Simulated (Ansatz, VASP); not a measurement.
# Cross-check of PmP between VASP and Ansatz

One calculation is typed for both programs; each brings its own data sets and cutoff. How far apart do they land? The cell is invented: As first built, before any earlier steps moved the atoms: it takes the PmN structure with some of its atoms replaced by other elements, volume scaled by an estimate. It may not be a known or stable phase. The cell comes out of the VASP series on this material, whose earlier steps may have relaxed, scaled or displaced it; both programs get it as it stands.

Calculated with Ansatz 0.2.0; plane waves, with VASP 6.6.1 beside it; band structure at r2SCAN with D4, DFT+U and single point at r2SCAN with D4, DFT+U.

In doubt: a part-filled 4f shell, where there is one, can sit in one of many states, so energies may not be the lowest and differences between runs may mislead; derivatives with an open 4f shell can jump between states, which bears on forces and vibrations.

## Step 1: Starting point

Symmetry: Fm-3m, No. 225, cubic system. Conventional cell: a = 5.849 Å, b = 5.849 Å, c = 5.849 Å, α = 90.00°, β = 90.00°, γ = 90.00°. Nearest to Pm lie 6 P at 2.92 Å. Nearest to P lie 6 Pm at 2.92 Å. As first built, before any earlier steps moved the atoms: sites of the PmN structure (space group 225) filled with other elements, volume scaled by an estimate. Farther neighbours are not listed.

Structure file:

```cif
data_structure
_symmetry_space_group_name_H-M 'P 1'
_symmetry_Int_Tables_number 1
_cell_length_a 4.1358
_cell_length_b 4.1358
_cell_length_c 4.1358
_cell_angle_alpha 60.000
_cell_angle_beta 60.000
_cell_angle_gamma 60.000
_cell_volume 50.02
loop_
_atom_site_label
_atom_site_type_symbol
_atom_site_fract_x
_atom_site_fract_y
_atom_site_fract_z
_atom_site_occupancy
Pm1 Pm 0.00000 0.00000 0.00000 1
P2 P 0.50000 0.50000 0.50000 1
```

## Step 2: VASP: band structure, r2SCAN with D4, DFT+U

The same path points are solved in both programs, so levels can be compared one by one.

Lines of VASP's logs that name or quote its potential files are left out, and so is its time.

INCAR reads:

```
SYSTEM = PmP
PREC = Accurate
ENCUT = 450
EDIFF = 1E-06
NELM = 150
ISMEAR = -1
SIGMA = 0.05
LREAL = .FALSE.
ALGO = Normal
METAGGA = R2SCAN
IVDW = 13
VDW_S6 = 1
VDW_S8 = 0.6018749
VDW_A1 = 0.51559235
VDW_A2 = 5.77342911
LASPH = .TRUE.
NBANDS = 23
ISPIN = 2
MAGMOM = 4.073 -0.128
LDAU = .TRUE.
LDAUTYPE = 2
LDAUL = 3 -1
LDAUU = 4 0
LDAUJ = 0 0
LDAUPRINT = 1
LMAXMIX = 6
AMIX = 0.2
BMIX = 1E-04
AMIX_MAG = 0.8
BMIX_MAG = 1E-04
LORBIT = 11
LWAVE = .FALSE.
LCHARG = .FALSE.
```

POSCAR reads:

```
PmP
1.0
    0.0000000000      2.9244199204      2.9244199204
    2.9244199204      0.0000000000      2.9244199204
    2.9244199204      2.9244199204      0.0000000000
Pm P
1 1
Direct
    0.0000000000      0.0000000000      0.0000000000
    0.5000000000      0.5000000000      0.5000000000
```

KPOINTS reads:

```
Automatic mesh
0
Gamma
7 7 7
0 0 0
```

KPOINTS_OPT reads:

```
Line mode
16
Line-mode
Reciprocal
  0.00000000   0.00000000   0.00000000 GAMMA
  0.50000000   0.00000000   0.50000000 X

  0.50000000   0.00000000   0.50000000 X
  0.50000000   0.25000000   0.75000000 W

  0.50000000   0.25000000   0.75000000 W
  0.37500000   0.37500000   0.75000000 K

  0.37500000   0.37500000   0.75000000 K
  0.00000000   0.00000000   0.00000000 GAMMA

  0.00000000   0.00000000   0.00000000 GAMMA
  0.50000000   0.50000000   0.50000000 L

  0.50000000   0.50000000   0.50000000 L
  0.62500000   0.25000000   0.62500000 U

  0.62500000   0.25000000   0.62500000 U
  0.50000000   0.25000000   0.75000000 W

  0.50000000   0.25000000   0.75000000 W
  0.50000000   0.50000000   0.50000000 L

  0.50000000   0.50000000   0.50000000 L
  0.37500000   0.37500000   0.75000000 K

  0.62500000   0.25000000   0.62500000 U
  0.50000000   0.00000000   0.50000000 X
```

The projector-augmented-wave data sets are Pm and P (PBE family, release 64).

Run with:

```sh
$ mpirun -np 1 vasp_std
```

Numbers of over 12 decimals in the logs are rounded to 6 here.

The log of the run:

```text
[banner, memory and clock lines left out]
running    1 mpi-ranks, on    1 nodes
 distrk:  each k-point on    1 cores,    1 groups
 distr:  one band on    1 cores,    1 groups

 POSCAR found type information on POSCAR PmP
 POSCAR found :  2 types and       2 ions
|                                                                             |
|               ----> ADVICE to this user running VASP <----                  |
|                                                                             |
|     You enforced a specific xc type in the INCAR file but a different       |
|     [... a line on the potential file left out ...]
|     I HOPE YOU KNOW WHAT YOU ARE DOING!                                     |
|                                                                             |

 LDA part: xc-table for (None), standard interpolation
 POSCAR, INCAR and KPOINTS ok, starting setup
 FFT: planning ... GRIDC
 FFT: planning ... GRID_SOFT
 FFT: planning ... GRID
 WAVECAR not read
 entering main loop
       N       E                     dE             d eps       ncg     rms          rms(c)
DAV:   1     0.115173352235E+03    0.11517E+03   -0.73665E+03  1919   0.111E+03
DAV:   2    -0.282560487304E+02   -0.14343E+03   -0.12636E+03  2131   0.221E+02
DAV:   3    -0.467397316347E+02   -0.18484E+02   -0.17843E+02  2389   0.845E+01
DAV:   4    -0.479042247231E+02   -0.11645E+01   -0.11569E+01  2866   0.203E+01
DAV:   5    -0.479269684617E+02   -0.22744E-01   -0.22705E-01  2540   0.239E+00    0.366E+01
DAV:   6    -0.546339521092E+02   -0.67070E+01   -0.14561E+02  2153   0.772E+01    0.547E+01
DAV:   7    -0.416365519448E+02    0.12997E+02   -0.82804E+01  2243   0.488E+01    0.346E+01
DAV:   8    -0.404907808075E+02    0.11458E+01   -0.28040E+01  2835   0.127E+01    0.361E+01
DAV:   9    -0.418047897254E+02   -0.13140E+01   -0.37808E-01  2862   0.503E+00    0.376E+01
DAV:  10    -0.426321367913E+02   -0.82735E+00   -0.26547E+02  2586   0.381E+01    0.119E+01
DAV:  11    -0.436112142984E+02   -0.97908E+00   -0.10771E+00  2549   0.671E+00    0.894E+00
DAV:  12    -0.412850641646E+02    0.23262E+01   -0.48120E-01  2746   0.711E+00    0.678E+00
DAV:  13    -0.423000134127E+02   -0.10149E+01   -0.19366E+00  2865   0.709E+00    0.370E+00
DAV:  14    -0.429075045735E+02   -0.60749E+00   -0.66655E-02  2707   0.267E+00    0.279E+00
[...]
DAV:  21    -0.450907579968E+02   -0.14621E-03   -0.13491E-03  2800   0.184E-01    0.467E-01
DAV:  22    -0.450906027425E+02    0.15525E-03   -0.43423E-03  2704   0.346E-01    0.212E-01
DAV:  23    -0.450904675953E+02    0.13515E-03   -0.33655E-04  2725   0.164E-01    0.183E-01
DAV:  24    -0.450907194567E+02   -0.25186E-03   -0.86235E-04  2926   0.136E-01    0.749E-02
DAV:  25    -0.450906730690E+02    0.46388E-04   -0.12063E-04  2672   0.894E-02    0.365E-02
DAV:  26    -0.450908158676E+02   -0.14280E-03   -0.26564E-05  2666   0.628E-02    0.246E-02
DAV:  27    -0.450908376056E+02   -0.21738E-04   -0.40423E-06  1974   0.190E-02    0.174E-02
DAV:  28    -0.450908381677E+02   -0.56213E-06   -0.46681E-07  1452   0.597E-03
   1 F= -.45315173E+02 E0= -.45277734E+02  d E =-.748797E-01  mag=     4.0168
 Start KPOINTS_OPT (optional k-point list driver)
k-point batch [1-20\160]
       N       E                     dE             ncg
DAV:   1     0.103619679228E+04   -0.66547E+04     1953
DAV:   2    -0.176708043595E+04   -0.28033E+04     2110
DAV:   3    -0.218870515380E+04   -0.42162E+03     2361
DAV:   4    -0.220954203602E+04   -0.20837E+02     2620
DAV:   5    -0.221023975345E+04   -0.69772E+00     2761
DAV:   6    -0.221026383801E+04   -0.24085E-01     2756
DAV:   7    -0.221026404374E+04   -0.20574E-03     2728
DAV:   8    -0.221026405101E+04   -0.72645E-05     2217
DAV:   9    -0.221026405121E+04   -0.19941E-06     1685
[...]
k-point batch [141-160\160]
       N       E                     dE             ncg
DAV:   1     0.860560523444E+03   -0.12498E+05     1988
DAV:   2    -0.178789882625E+04   -0.26485E+04     2080
DAV:   3    -0.221217073936E+04   -0.42427E+03     2349
DAV:   4    -0.223602657588E+04   -0.23856E+02     2724
DAV:   5    -0.223686972908E+04   -0.84315E+00     2659
DAV:   6    -0.223689507753E+04   -0.25348E-01     2947
DAV:   7    -0.223689537191E+04   -0.29438E-03     2604
DAV:   8    -0.223689538156E+04   -0.96505E-05     2365
DAV:   9    -0.223689538182E+04   -0.25747E-06     1713
```

Parts of OUTCAR (step 2):

```text
ion  position               nearest neighbor table
   1  0.000  0.000  0.000-   2 2.92   2 2.92   2 2.92   2 2.92   2 2.92   2 2.92
   2  0.500  0.500  0.500-   1 2.92   1 2.92   1 2.92   1 2.92   1 2.92   1 2.92

  LATTYP: Found a face centered cubic cell.
 ALAT       =     5.8488398408

 Subroutine GETGRP returns: Found 48 space group operations
 (whereof 48 operations were pure point group operations)

The static configuration has the point symmetry O_h .

 Found     20 irreducible k-points:

   k-points           NKPTS =     20   k-points in BZ     NKDIM =     20   number of bands    NBANDS=     23

   dimension x,y,z NGX =    30 NGY =   30 NGZ =   30
   dimension x,y,z NGXF=    60 NGYF=   60 NGZF=   60

   ENCUT  =  450.0 eV  33.07 Ry    5.75 a.u.   7.15  7.15  7.15*2*pi/ulx,y,z

   NELECT =      20.0000    total number of electrons

 k-points in reciprocal lattice and weights: Automatic mesh
   0.00000000  0.00000000  0.00000000       0.003
   0.14285714  0.00000000  0.00000000       0.023
   0.28571429  0.00000000  0.00000000       0.023
   0.42857143  0.00000000  0.00000000       0.023
   0.14285714  0.14285714  0.00000000       0.017
   0.28571429  0.14285714  0.00000000       0.070
   0.42857143  0.14285714  0.00000000       0.070
  -0.42857143  0.14285714  0.00000000       0.070
  -0.28571429  0.14285714  0.00000000       0.070
[...]
-0.42857143  0.42857143  0.14285714       0.070
  -0.28571429  0.42857143  0.14285714       0.070

atom =   1  type =  1  l = 3

 onsite density matrix

spin component  1

  0.6076  0.0000 -0.2882  0.0000 -0.0000  0.0000 -0.0000
  0.0000  0.0008  0.0000 -0.0000  0.0000  0.0000 -0.0000
 -0.2882  0.0000  0.7564  0.0000 -0.0000  0.0000  0.0000
  0.0000 -0.0000  0.0000  0.3843 -0.0000 -0.0000  0.0000
 -0.0000  0.0000 -0.0000 -0.0000  0.7564 -0.0000  0.2882
  0.0000  0.0000  0.0000 -0.0000 -0.0000  0.9796  0.0000
 -0.0000 -0.0000  0.0000  0.0000  0.2882  0.0000  0.6076

spin component  2

  0.0053 -0.0000  0.0025  0.0000 -0.0000 -0.0000  0.0000
 -0.0000  0.0004 -0.0000 -0.0000 -0.0000  0.0000 -0.0000
  0.0025 -0.0000  0.0040 -0.0000 -0.0000 -0.0000 -0.0000
  0.0000 -0.0000 -0.0000  0.0072 -0.0000 -0.0000 -0.0000
 -0.0000 -0.0000 -0.0000 -0.0000  0.0040 -0.0000 -0.0025
 -0.0000  0.0000 -0.0000 -0.0000 -0.0000  0.0021 -0.0000
  0.0000 -0.0000 -0.0000 -0.0000 -0.0025 -0.0000  0.0053

 occupancies and eigenvectors

  o =  0.0004  v =  0.0000  0.0000  0.0000  0.0000  0.0000  0.0000  0.0000  0.0000  1.0000 -0.0000  0.0000 -0.0000 -0.0000 -0.0000      0.0000  0.0000  0.0000  0.0000  0.0000  0.0000  0.0000  0.0000  0.0000  0.0000  0.0000  0.0000  0.0000  0.0000
  o =  0.0008  v = -0.0000  1.0000 -0.0000  0.0000  0.0000  0.0000  0.0000  0.0000  0.0000  0.0000  0.0000  0.0000  0.0000  0.0000      0.0000  0.0000  0.0000  0.0000  0.0000  0.0000  0.0000  0.0000  0.0000  0.0000  0.0000  0.0000  0.0000  0.0000
  o =  0.0021  v =  0.0000  0.0000  0.0000  0.0000  0.0000  0.0000  0.0000  0.0003 -0.0000 -0.0004 -0.0000 -0.0000 -1.0000 -0.0000      0.0000  0.0000  0.0000  0.0000  0.0000  0.0000  0.0000  0.0000  0.0000  0.0000  0.0000  0.0000  0.0000  0.0000
  o =  0.0021  v =  0.0000  0.0000  0.0000  0.0000  0.0000  0.0000  0.0000 -0.0002  0.0000  0.0002 -0.0000  0.7906 -0.0000  0.6124      0.0000  0.0000  0.0000  0.0000  0.0000  0.0000  0.0000  0.0000  0.0000  0.0000  0.0000  0.0000  0.0000  0.0000
  o =  0.0021  v =  0.0000  0.0000  0.0000  0.0000  0.0000  0.0000  0.0000  0.6124 -0.0000 -0.7906 -0.0000  0.0002  0.0005  0.0002      0.0000  0.0000  0.0000  0.0000  0.0000  0.0000  0.0000  0.0000  0.0000  0.0000  0.0000  0.0000  0.0000  0.0000
  o =  0.0072  v =  0.0000  0.0000  0.0000  0.0000  0.0000  0.0000  0.0000 -0.0000 -0.0000 -0.0000  0.9999 -0.0072 -0.0000  0.0093      0.0000  0.0000  0.0000  0.0000  0.0000  0.0000  0.0000  0.0000  0.0000  0.0000  0.0000  0.0000  0.0000  0.0000
  o =  0.0072  v =  0.0000  0.0000  0.0000  0.0000  0.0000  0.0000  0.0000  0.0000 -0.0000  0.0000  0.0117  0.6123 -0.0000 -0.7905      0.0000  0.0000  0.0000  0.0000  0.0000  0.0000  0.0000  0.0000  0.0000  0.0000  0.0000  0.0000  0.0000  0.0000
  o =  0.0072  v =  0.0000  0.0000  0.0000  0.0000  0.0000  0.0000  0.0000  0.7906  0.0000  0.6124  0.0000 -0.0000 -0.0000  0.0000      0.0000  0.0000  0.0000  0.0000  0.0000  0.0000  0.0000  0.0000  0.0000  0.0000  0.0000  0.0000  0.0000  0.0000
  o =  0.3843  v = -0.7906 -0.0000 -0.6124  0.0045 -0.0005 -0.0000  0.0007  0.0000  0.0000  0.0000  0.0000  0.0000  0.0000  0.0000      0.0000  0.0000  0.0000  0.0000  0.0000  0.0000  0.0000  0.0000  0.0000  0.0000  0.0000  0.0000  0.0000  0.0000
  o =  0.3843  v =  0.0002 -0.0000  0.0001 -0.1456 -0.6059 -0.0000  0.7821  0.0000  0.0000  0.0000  0.0000  0.0000  0.0000  0.0000      0.0000  0.0000  0.0000  0.0000  0.0000  0.0000  0.0000  0.0000  0.0000  0.0000  0.0000  0.0000  0.0000  0.0000
  o =  0.3843  v =  0.0036 -0.0000  0.0028  0.9893 -0.0891 -0.0000  0.1151  0.0000  0.0000  0.0000  0.0000  0.0000  0.0000  0.0000      0.0000  0.0000  0.0000  0.0000  0.0000  0.0000  0.0000  0.0000  0.0000  0.0000  0.0000  0.0000  0.0000  0.0000
  o =  0.9796  v = -0.0000 -0.0000  0.0001 -0.0000  0.0520  0.9978  0.0403  0.0000  0.0000  0.0000  0.0000  0.0000  0.0000  0.0000      0.0000  0.0000  0.0000  0.0000  0.0000  0.0000  0.0000  0.0000  0.0000  0.0000  0.0000  0.0000  0.0000  0.0000
  o =  0.9796  v =  0.6124 -0.0000 -0.7906  0.0000  0.0007  0.0000  0.0005  0.0000  0.0000  0.0000  0.0000  0.0000  0.0000  0.0000      0.0000  0.0000  0.0000  0.0000  0.0000  0.0000  0.0000  0.0000  0.0000  0.0000  0.0000  0.0000  0.0000  0.0000
  o =  0.9796  v =  0.0005  0.0000 -0.0007 -0.0000 -0.7889  0.0658 -0.6110  0.0000  0.0000  0.0000  0.0000  0.0000  0.0000  0.0000      0.0000  0.0000  0.0000  0.0000  0.0000  0.0000  0.0000  0.0000  0.0000  0.0000  0.0000  0.0000  0.0000  0.0000

 average (electrostatic) potential at core
       1 -84.1258       2 -84.1874

 E-fermi :   5.6605

 spin component 1
 k-point     1 :       0.0000    0.0000    0.0000
  band No.  band energies     occupation
    ...
      7       1.6102      1.00000
      8       1.6102      1.00000
      9       4.8549      1.00000
     10       4.8549      1.00000
     11       4.8560      1.00000
     12       7.2374      0.00000
     13       7.2374      0.00000
     14       7.2386      0.00000
     15       7.5407      0.00000
     16       7.5407      0.00000
    ...

 k-point     2 :       0.1429    0.0000    0.0000
  band No.  band energies     occupation
    ...
      7       1.5958      1.00000
      8       1.6097      1.00000
      9       4.3903      1.00000
     10       4.6716      1.00000
     11       4.6721      1.00000
     12       6.1987      0.00002
     13       6.3323      0.00000
     14       6.3333      0.00000
     15       7.8545      0.00000
     16       7.9652      0.00000
    ...

 k-point     3 :       0.2857    0.0000    0.0000
  band No.  band energies     occupation
    ...
      7       1.5656      1.00000
      8       1.6109      1.00000
      9       3.1172      1.00000
     10       4.1750      1.00000
     11       4.1752      1.00000
     12       5.7418      0.16457
     13       5.8174      0.04159
     14       5.8188      0.04052
     15       7.9765      0.00000
     16       8.9408      0.00000
    ...

 k-point     4 :       0.4286    0.0000    0.0000
  band No.  band energies     occupation
    ...
      8       1.6120      1.00000
      9       2.0881      1.00000
     10       3.7853      1.00000
     11       3.7855      1.00000
     12       5.6424      0.58983
     13       5.6785      0.41117
     14       5.6799      0.40419
     15       8.1102      0.00000
     16      10.0086      0.00000
     17      10.1541      0.00000
    ...

 k-point     5 :       0.1429    0.1429    0.0000
  band No.  band energies     occupation
    ...
      7       1.5964      1.00000
      8       1.5964      1.00000
      9       3.9931      1.00000
     10       4.8075      1.00000
     11       4.8075      1.00000
     12       5.9907      0.00135
     13       6.5735      0.00000
     14       6.5735      0.00000
     15       6.9612      0.00000
     16       8.1341      0.00000
    ...

 k-point     6 :       0.2857    0.1429    0.0000
  band No.  band energies     occupation
    ...
      7       1.5718      1.00000
      8       1.5945      1.00000
      9       3.2403      1.00000
     10       4.4528      1.00000
     11       4.6053      1.00000
     12       5.7701      0.10060
     13       5.8783      0.01267
     14       6.0619      0.00033
     15       7.3442      0.00000
     16       8.2092      0.00000
    ...

  DFT-D4 for vdW energy calculation

  Edisp (eV):   -0.22434

  Total      -0.00057    -0.00057    -0.00057     0.00000     0.00000     0.00000
  in kB      -0.01828    -0.01828    -0.01828     0.00000     0.00000     0.00000
  external pressure =       -0.02 kB  Pullay stress =        0.00 kB

  energy-cutoff  :      450.00
  volume of cell :       50.02
      direct lattice vectors                 reciprocal lattice vectors
     0.000000000  2.924419920  2.924419920    -0.170974078  0.170974078  0.170974078
     2.924419920  0.000000000  2.924419920     0.170974078 -0.170974078  0.170974078
     2.924419920  2.924419920  0.000000000     0.170974078  0.170974078 -0.170974078

 POSITION                                       TOTAL-FORCE (eV/Angst)
 -----------------------------------------------------------------------------------
      0.00000      0.00000      0.00000         0.000000      0.000000      0.000000
      2.92442      2.92442      2.92442         0.000000      0.000000     -0.000000
 -----------------------------------------------------------------------------------
    total drift:                               -0.000000      0.000000      0.000000

  FREE ENERGIE OF THE ION-ELECTRON SYSTEM (eV)
  ---------------------------------------------------
  free  energy   TOTEN  =       -45.3151733950 eV

  energy  without entropy=      -45.2402937286  energy(sigma->0) =      -45.27773356

 total charge
# of ion       s       p       d       f       tot
--------------------------------------------------
    1        2.015   5.601   0.499   4.117  12.233
    2        1.026   1.555   0.000   0.000   2.582
--------------------------------------------------
tot          3.041   7.157   0.499   4.117  14.815

 magnetization (x)
# of ion       s       p       d       f       tot
--------------------------------------------------
    1       -0.028  -0.002   0.041   4.063   4.073
    2       -0.014  -0.114   0.000   0.000  -0.128
--------------------------------------------------
tot         -0.042  -0.116   0.041   4.063   3.945

[... 6 further parts left out ...]
```

DFT+U on an f shell has many metastable occupations, and no search among them was made.

(Continued in part 2 of 2.)

[Lines on the potential files, build, host, timing and source positions are cut from VASP's logs without a mark.]

[Logs are printed without paths, hosts, clocks, repeated set-up lines and the standing remarks that a program may print on its own settings, such as how far it seeks lower states.]

[Hosts, paths, dates, database ids (printed as entryN), source tags and the programs' standing remarks are cut or masked in the printed files.]
